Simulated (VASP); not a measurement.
Here is the system:

```xyz
3
Lattice="1.5454 0.8923 4.8795 -1.5454 0.8923 4.8795 0.0000 -1.7845 4.8795" Properties=species:S:1:pos:R:3 pbc="T T T"
Hf     0.0000     0.0000    14.6363
O      0.0000     0.0000    10.9065
O      0.0000     0.0000     8.6131
```

The numbers are results of r2SCAN meta-GGA, VASP's PBE PAW potentials (set 64) (plane waves; VASP), not measurements. Run with 520 eV cut-off, 9×9×9 Γ-centred mesh, tetrahedra with Blöchl corrections, potentials Hf_pv O.

Unless said otherwise, spin-orbit coupling is left out, though it shifts the bands of the heavy elements here.

Task: Tabulate the total density of states (states/eV per cell) against energy (eV; zero at the valence-band maximum or, without a gap, the Fermi level).

Result: 
| E (eV) | DOS (states/eV) |
|---|---|
| -9.97 | 0.00 |
| -9.73 | 0.00 |
| -9.49 | 0.00 |
| -9.13 | 0.00 |
| -8.89 | 0.00 |
| -8.65 | 0.00 |
| -8.41 | 0.00 |
| -8.17 | 0.00 |
| -7.93 | 0.00 |
| -7.57 | 0.00 |
| -7.33 | 0.00 |
| -7.09 | 0.00 |
| -6.85 | 0.00 |
| -6.61 | 0.00 |
| -6.37 | 0.00 |
| -6.01 | 0.00 |
| -5.77 | 0.00 |
| -5.53 | 0.03 |
| -5.29 | 2.04 |
| -5.05 | 3.88 |
| -4.81 | 1.49 |
| -4.45 | 2.65 |
| -4.21 | 3.52 |
| -3.97 | 1.83 |
| -3.73 | 4.49 |
| -3.49 | 3.99 |
| -3.25 | 1.48 |
| -2.89 | 6.00 |
| -2.65 | 4.30 |
| -2.41 | 3.24 |
| -2.17 | 0.46 |
| -1.93 | 0.00 |
| -1.69 | 0.00 |
| -1.33 | 0.06 |
| -1.09 | 0.27 |
| -0.85 | 3.04 |
| -0.61 | 3.10 |
| -0.37 | 1.29 |
| -0.13 | 0.49 |
| 0.23 | 0.00 |
| 0.47 | 0.00 |
| 0.71 | 0.00 |
| 0.95 | 0.00 |
| 1.19 | 0.00 |
| 1.43 | 0.00 |
| 1.79 | 0.00 |
| 2.03 | 2.61 |
| 2.27 | 3.42 |
| 2.51 | 0.66 |
| 2.75 | 0.53 |
| 2.99 | 0.42 |
| 3.35 | 0.34 |
| 3.59 | 0.44 |
| 3.83 | 0.12 |
| 4.07 | 0.00 |
| 4.31 | 0.00 |
| 4.55 | 0.00 |
| 4.91 | 0.01 |
| 5.15 | 0.26 |
| 5.39 | 0.68 |
Within 2 eV below the valence-band maximum the largest weight inside VASP's projection spheres is O p.

The structure was generated: HfO2 was put into the 3R-MoS2 type (R3m), which need not be its known phase. It was relaxed first, which changed the volume by +28 %.
